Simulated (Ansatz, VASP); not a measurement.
# Al2O3 (Corundum) in two plane-wave programs, part 2 of 3

Wanted: the spread between two codes on one cell, functional and k mesh. The cell is taken from a series of runs on this material, whose earlier steps may have relaxed, scaled, displaced or heated it; both programs get it as it stands.

VASP 6.6.1 and Ansatz 0.2.0.

So far: The structure; Ansatz: zone-centre phonons, LDA.

**3. VASP: zone-centre phonons, LDA**

Level of this step: LDA; plane waves and PAW (O, Al) (VASP).

The same cell, functional (in two slightly different forms) and mesh now go to VASP, with its own data sets.

Lines of VASP's logs that name or quote its potential files are left out, and so is its time.

INCAR reads:

```
SYSTEM = Al2O3
PREC = Accurate
ENCUT = 600
EDIFF = 1E-08
NELM = 120
ISMEAR = 0
SIGMA = 0.01
LREAL = .FALSE.
ALGO = Normal
GGA = PW92
NBANDS = 34
LORBIT = 11
LWAVE = .FALSE.
LCHARG = .FALSE.
ISIF = 2
IBRION = 8
LEPSILON = .TRUE.
LASPH = .TRUE.
GGA_COMPAT = .FALSE.
EFERMI = MIDGAP
KPAR = 2
```

POSCAR reads:

```
Al2O3
1.0
    2.3794623449      1.3737832254      4.3271063512
   -2.3794623449      1.3737832254      4.3271063512
    0.0000000000     -2.7475664507      4.3271063512
O Al
6 4
Direct
    0.5556130684      0.9443869316      0.2500000000
    0.2500000000      0.5556130684      0.9443869316
    0.9443869316      0.2500000000      0.5556130684
    0.4443869316      0.0556130684      0.7500000000
    0.7500000000      0.4443869316      0.0556130684
    0.0556130684      0.7500000000      0.4443869316
    0.3520122138      0.3520122138      0.3520122138
    0.1479877862      0.1479877862      0.1479877862
    0.6479877862      0.6479877862      0.6479877862
    0.8520122138      0.8520122138      0.8520122138
```

KPOINTS reads:

```
Automatic mesh
0
Gamma
6 6 6
0 0 0
```

Potentials, in the order of the species: O and Al (LDA family, release 64).

Command:

```sh
> mpirun -np 2 vasp_std
```

Output:

```text
[banner, memory and clock lines left out]
running    2 mpi-ranks, on    1 nodes
 distrk:  each k-point on    1 cores,    2 groups
 distr:  one band on    1 cores,    1 groups

 POSCAR found type information on POSCAR O Al
 POSCAR found :  2 types and      10 ions
|                                                                             |
|               ----> ADVICE to this user running VASP <----                  |
|                                                                             |
|     You enforced a specific xc type in the INCAR file but a different       |
|     [... a line on the potential file left out ...]
|     I HOPE YOU KNOW WHAT YOU ARE DOING!                                     |
|                                                                             |

 LDA part: xc-table for (Slater(with rela. corr.)+PW92), standard interpolation
 POSCAR, INCAR and KPOINTS ok, starting setup
 FFT: planning ... GRIDC
 FFT: planning ... GRID_SOFT
 FFT: planning ... GRID
 WAVECAR not read
 entering main loop
       N       E                     dE             d eps       ncg     rms          rms(c)
DAV:   1     0.242332534542E+03    0.24233E+03   -0.27556E+04  2176   0.151E+03
DAV:   2    -0.778507777610E+02   -0.32018E+03   -0.30842E+03  2766   0.308E+02
DAV:   3    -0.915049057398E+02   -0.13654E+02   -0.13606E+02  2806   0.647E+01
DAV:   4    -0.916095341571E+02   -0.10463E+00   -0.10456E+00  2688   0.652E+00
DAV:   5    -0.916105563362E+02   -0.10222E-02   -0.10219E-02  2738   0.643E-01    0.176E+01
DAV:   6    -0.833648792382E+02    0.82457E+01   -0.30301E+01  2676   0.292E+01    0.629E+00
DAV:   7    -0.832620314030E+02    0.10285E+00   -0.88567E-01  2626   0.466E+00    0.320E+00
DAV:   8    -0.831811254118E+02    0.80906E-01   -0.80355E-02  2730   0.214E+00    0.740E-01
DAV:   9    -0.831740938173E+02    0.70316E-02   -0.13761E-02  2770   0.617E-01    0.268E-01
DAV:  10    -0.831741621732E+02   -0.68356E-04   -0.49644E-04  2604   0.140E-01    0.651E-02
DAV:  11    -0.831741410772E+02    0.21096E-04   -0.14021E-04  2666   0.697E-02    0.260E-02
DAV:  12    -0.831741412754E+02   -0.19821E-06   -0.42464E-06  2704   0.140E-02    0.657E-03
DAV:  13    -0.831741409322E+02    0.34324E-06   -0.12974E-06  2676   0.668E-03    0.160E-03
DAV:  14    -0.831741409294E+02    0.27921E-08   -0.56891E-08  2638   0.142E-03
   1 F= -.83174141E+02 E0= -.83174141E+02  d E =0.000000E+00
 Linear response reoptimize wavefunctions to high precision
DAV:   1    -0.831741409295E+02   -0.14006E-09   -0.31253E-09  1844   0.308E-04
DAV:   2    -0.831741409296E+02   -0.42292E-10   -0.44632E-10  1448   0.132E-04
 Linear response G [H, r] |phi>, progress :
  Direction:   1
       N       E                     dE             d eps       ncg     rms
RMM:   1    -0.196382920234E+03   -0.19638E+03    0.13056E+02  5056   0.922E+01
RMM:   2    -0.171046479333E+03    0.25336E+02   -0.10598E+01  3768   0.183E+01
RMM:   3    -0.171093567935E+03   -0.47089E-01   -0.10958E-01  3924   0.181E+00
RMM:   4    -0.171095110720E+03   -0.15428E-02   -0.25643E-03  4089   0.235E-01
RMM:   5    -0.171095132071E+03   -0.21351E-04   -0.48188E-04  4132   0.419E-02
RMM:   6    -0.171095136259E+03   -0.41884E-05   -0.47612E-04  4170   0.186E-02
RMM:   7    -0.171095136894E+03   -0.63462E-06   -0.48169E-04  4179   0.162E-02
RMM:   8    -0.171095137308E+03   -0.41417E-06   -0.48972E-04  4080   0.160E-02
RMM:   9    -0.171095137851E+03   -0.54332E-06   -0.51973E-04  3826   0.160E-02
RMM:  10    -0.171095138274E+03   -0.42253E-06   -0.75097E-04  3791   0.160E-02
 Linear response G [H, r] |phi>, progress :
  Direction:   2
       N       E                     dE             d eps       ncg     rms
RMM:   1    -0.198114729627E+03   -0.19811E+03    0.12541E+02  5027   0.924E+01
RMM:   2    -0.172988485352E+03    0.25126E+02   -0.10599E+01  3767   0.183E+01
RMM:   3    -0.173035685280E+03   -0.47200E-01   -0.10705E-01  3919   0.179E+00
RMM:   4    -0.173037032163E+03   -0.13469E-02   -0.21665E-03  4081   0.235E-01
RMM:   5    -0.173037052713E+03   -0.20549E-04   -0.92447E-05  4135   0.414E-02
RMM:   6    -0.173037052954E+03   -0.24122E-06   -0.50062E-05  4178   0.186E-02
RMM:   7    -0.173037052818E+03    0.13549E-06   -0.48044E-05  4181   0.162E-02
RMM:   8    -0.173037052146E+03    0.67216E-06   -0.44547E-05  4062   0.159E-02
RMM:   9    -0.173037052305E+03   -0.15887E-06   -0.71090E-05  3816   0.159E-02
RMM:  10    -0.173037052721E+03   -0.41612E-06   -0.19983E-04  3777   0.160E-02
 Linear response G [H, r] |phi>, progress :
  Direction:   3
       N       E                     dE             d eps       ncg     rms
RMM:   1    -0.196128689603E+03   -0.19613E+03    0.12645E+02  4896   0.923E+01
RMM:   2    -0.172010115489E+03    0.24119E+02   -0.98743E+00  3793   0.176E+01
RMM:   3    -0.172053029467E+03   -0.42914E-01   -0.10099E-01  3868   0.173E+00
[...]
RMM:  11    -0.561120322811E+00   -0.11820E-06    0.11848E-06  7055   0.778E-04    0.587E-06
 change of polarisation eV/A/(eV/A) component  2 :    -0.016     1.055     0.000
 dielectric tensor                  component  2 :    -0.035     3.249     0.000
 Linear response to external field, progress :
  Direction:   3
       N       E                     dE             d eps       ncg     rms          rms(c)
[...]
RMM:   3    -0.365041318292E+00   -0.98524E-03   -0.11327E-03 12128   0.155E-01    0.841E-02
RMM:   4    -0.366861835260E+00   -0.18205E-02   -0.10815E-03 12863   0.141E-01    0.173E-02
RMM:   5    -0.366817966388E+00    0.43869E-04   -0.38204E-05 14195   0.288E-02    0.457E-03
RMM:   6    -0.366875118525E+00   -0.57152E-04   -0.89560E-07 14542   0.459E-03    0.141E-03
RMM:   7    -0.366866420919E+00    0.86976E-05   -0.19237E-07 14537   0.160E-03    0.663E-04
RMM:   8    -0.366873645277E+00   -0.72244E-05   -0.31457E-07 14623   0.943E-04    0.162E-04
RMM:   9    -0.366873248821E+00    0.39646E-06   -0.41372E-07 14612   0.488E-04    0.796E-05
RMM:  10    -0.366873336486E+00   -0.87665E-07   -0.16765E-06 14701   0.467E-04    0.120E-05
RMM:  11    -0.366873315824E+00    0.20661E-07   -0.83227E-07 14860   0.459E-04    0.598E-06
RMM:  12    -0.366873353146E+00   -0.37322E-07   -0.32893E-07 14967   0.455E-04    0.158E-06
RMM:  13    -0.366873348064E+00    0.50820E-08   -0.20719E-07 15099   0.454E-04    0.531E-07
RMM:  14    -0.366873348676E+00   -0.61153E-09   -0.18570E-07 14991   0.451E-04    0.280E-07
RMM:  15    -0.366873349019E+00   -0.34297E-09   -0.11240E-07 15335   0.450E-04    0.124E-07
RMM:  16    -0.366873349113E+00   -0.94367E-10   -0.13140E-07 15544   0.449E-04    0.124E-07
RMM:  17    -0.366873349037E+00    0.76370E-10   -0.17848E-07 15837   0.448E-04    0.802E-08
 first order change of Fermi-energy  -0.12376E-04
 force on displaced ion       1 direction 2 :  -0.001 -18.263   5.582
 Born effective charge ion    1 direction 2 :   0.000  -1.870   0.344
 Linear response progress:
  Degree of freedom:   3/  5
       N       E                     dE             d eps       ncg     rms          rms(c)
RMM:   1    -0.368967698280E+00   -0.36897E+00    0.36371E-01 14633   0.298E+00
RMM:   2    -0.364870863854E+00    0.40968E-02   -0.60376E-03 13289   0.379E-01    0.167E-01
RMM:   3    -0.365892026217E+00   -0.10212E-02   -0.11331E-03 12067   0.155E-01    0.830E-02
RMM:   4    -0.367710720150E+00   -0.18187E-02   -0.10758E-03 12970   0.137E-01    0.183E-02
RMM:   5    -0.367672343355E+00    0.38377E-04   -0.51911E-05 13821   0.328E-02    0.492E-03
RMM:   6    -0.367768952499E+00   -0.96609E-04   -0.53919E-06 14461   0.883E-03    0.154E-03
RMM:   7    -0.367768637532E+00    0.31497E-06   -0.15722E-07 14488   0.163E-03    0.478E-04
RMM:   8    -0.367771420848E+00   -0.27833E-05   -0.75104E-08 14561   0.594E-04    0.193E-04
RMM:   9    -0.367771255453E+00    0.16540E-06   -0.16340E-08 14583   0.442E-04    0.361E-05
RMM:  10    -0.367771224048E+00    0.31405E-07    0.53348E-07 14646   0.412E-04    0.144E-05
RMM:  11    -0.367771200263E+00    0.23785E-07   -0.29343E-07 14785   0.407E-04    0.277E-06
RMM:  12    -0.367771220979E+00   -0.20716E-07    0.16991E-07 14821   0.404E-04    0.858E-07
RMM:  13    -0.367771225950E+00   -0.49709E-08   -0.15620E-07 14875   0.402E-04    0.416E-07
RMM:  14    -0.367771225957E+00   -0.70594E-11    0.17881E-07 14877   0.400E-04    0.200E-07
RMM:  15    -0.367771225234E+00    0.72303E-09    0.37189E-08 15177   0.398E-04    0.158E-07
 first order change of Fermi-energy   0.30161E-04
 force on displaced ion       1 direction 3 :   0.000   5.582 -15.313
 Born effective charge ion    1 direction 3 :  -0.000   0.252  -1.949
 Linear response progress:
  Degree of freedom:   4/  5
       N       E                     dE             d eps       ncg     rms          rms(c)
RMM:   1    -0.158067275388E-01   -0.15807E-01    0.91573E-03 22563   0.995E-01
RMM:   2    -0.881099880515E-02    0.69957E-02   -0.22888E-03 13661   0.273E-01    0.903E-02
RMM:   3    -0.864999600750E-02    0.16100E-03   -0.31772E-04 13765   0.710E-02    0.464E-02
RMM:   4    -0.859365863624E-02    0.56337E-04   -0.76844E-05 13980   0.312E-02    0.179E-02
RMM:   5    -0.858797013364E-02    0.56885E-05   -0.23463E-05 14042   0.145E-02    0.390E-03
RMM:   6    -0.858105324960E-02    0.69169E-05   -0.41015E-06 14187   0.436E-03    0.786E-04
RMM:   7    -0.858002146044E-02    0.10318E-05    0.54802E-07 14483   0.750E-04    0.345E-04
RMM:   8    -0.857999805032E-02    0.23410E-07    0.16680E-07 14536   0.311E-04    0.581E-05
RMM:   9    -0.857998815696E-02    0.98934E-08    0.19848E-07 14580   0.112E-04    0.175E-05
RMM:  10    -0.858002665435E-02   -0.38497E-07    0.12190E-07 14613   0.817E-05    0.865E-06
RMM:  11    -0.858003783705E-02   -0.11183E-07   -0.50710E-08 14685   0.749E-05    0.200E-06
RMM:  12    -0.858003944288E-02   -0.16058E-08    0.61584E-08 14628   0.715E-05    0.143E-06
 first order change of Fermi-energy  -0.56413E-06
 force on displaced ion       7 direction 1 : -19.568  -0.000  -0.000
 Born effective charge ion    7 direction 1 :   2.952   0.027   0.000
 Linear response progress:
  Degree of freedom:   5/  5
       N       E                     dE             d eps       ncg     rms          rms(c)
RMM:   1    -0.186134876282E-01   -0.18613E-01   -0.20115E-02  8098   0.981E-01
RMM:   2    -0.862544449909E-02    0.99880E-02   -0.18778E-03  4805   0.272E-01    0.783E-02
RMM:   3    -0.842917060176E-02    0.19627E-03   -0.32530E-05  5012   0.537E-02    0.466E-02
RMM:   4    -0.832086450274E-02    0.10831E-03   -0.11415E-04  5000   0.564E-02    0.780E-03
RMM:   5    -0.831167755795E-02    0.91869E-05    0.27379E-05  4993   0.963E-03    0.406E-03
RMM:   6    -0.831058058740E-02    0.10970E-05    0.56049E-06  5112   0.385E-03    0.166E-03
RMM:   7    -0.830872489217E-02    0.18557E-05    0.16060E-06  5113   0.162E-03    0.480E-04
RMM:   8    -0.830921541547E-02   -0.49052E-06    0.93526E-08  5166   0.558E-04    0.130E-04
RMM:   9    -0.830916688582E-02    0.48530E-07    0.67328E-07  5178   0.180E-04    0.332E-05
RMM:  10    -0.830920641869E-02   -0.39533E-07    0.33241E-07  5201   0.102E-04    0.144E-05
RMM:  11    -0.830918517119E-02    0.21247E-07    0.44879E-07  5202   0.810E-05    0.280E-06
RMM:  12    -0.830919166346E-02   -0.64923E-08    0.51482E-07  5190   0.718E-05    0.910E-07
RMM:  13    -0.830918992810E-02    0.17354E-08    0.38048E-07  5038   0.703E-05    0.654E-07
RMM:  14    -0.830919276078E-02   -0.28327E-08    0.21096E-07  4892   0.693E-05    0.183E-07
RMM:  15    -0.830919324252E-02   -0.48175E-09    0.15240E-07  4908   0.688E-05    0.896E-08
 first order change of Fermi-energy   0.43023E-01
 force on displaced ion       7 direction 3 :  -0.000  -0.000 -18.318
 Born effective charge ion    7 direction 3 :   0.000   0.000   2.924
 Born effective charges drift removed
 Linear response finished
```

(Continued in part 3 of 3.)

[Lines on the potential files, build, host, timing and source positions are cut from VASP's logs without a mark.]

[Logs are printed without paths, hosts, clocks, repeated set-up lines and the standing remarks that a program may print on its own settings, such as how far it seeks lower states.]

[Hosts, paths, dates, database ids (printed as entryN), source tags and the programs' standing remarks are cut or masked in the printed files.]
